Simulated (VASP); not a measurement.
Data:

```
CELL_PARAMETERS angstrom
      0.00000     3.21237     3.21237
      3.21237     0.00000     3.21237
      3.21237     3.21237     0.00000
ATOMIC_POSITIONS crystal
  K  0.00000 0.00000 0.00000
  Br 0.50000 0.50000 0.50000
```

These are PBEsol GGA, VASP's PBE PAW potentials (set 64) (plane waves; VASP 6.6.1) values and carry that method's errors. Settings: 520 eV cut-off, 7×7×7 Γ-centred mesh, Gaussian smearing of 0.050 eV, potentials K_sv Br.

Question: What does the run give for the energy per atom (σ→0), pressure, band gap (on the k-mesh) with the smallest direct gap where there is one?

Answer: 
```json
{
  "band gap (on the k-mesh)": "4.49 eV",
  "smallest direct gap (on the k-mesh)": "4.49 eV",
  "energy per atom (σ→0)": "-3.223 eV/atom",
  "pressure": "1.10 GPa"
}
```

The compound is KBr in the rock salt structure. This cell is one point of a volume scan, at 0.94 of the reference volume.
